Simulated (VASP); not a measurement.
Consider the following.

```xyz
1
Lattice="-1.6076 1.6076 1.6076 1.6076 -1.6076 1.6076 1.6076 1.6076 -1.6076" Properties=species:S:1:pos:R:3 pbc="T T T"
Au     0.0000     0.0000     0.0000
```

These are LDA (Ceperley-Alder, Perdew-Zunger), VASP's LDA PAW potentials (set 64) (plane waves; VASP) values and carry that method's errors. Numerical set-up: 400 eV cut-off, 18×18×18 Γ-centred mesh, tetrahedra with Blöchl corrections, potentials Au.

Unless said otherwise, spin-orbit coupling is left out, though it shifts the bands of the heavy elements here.

**Question.** Estimate the energy per atom (σ→0), band gap (on the k-mesh) with the smallest direct gap where there is one.

**Answer.** 
```
Property                                                     Value
------------------------  ----------------------------------------
band gap (on the k-mesh)  none (metal, semimetal or under 0.01 eV)
energy per atom (σ→0)                               -4.423 eV/atom
```

The structure comes from a computed database's Au entry (Im-3m); how it stands against other phases isn't given here. It was relaxed first, which changed the volume by -9 %.
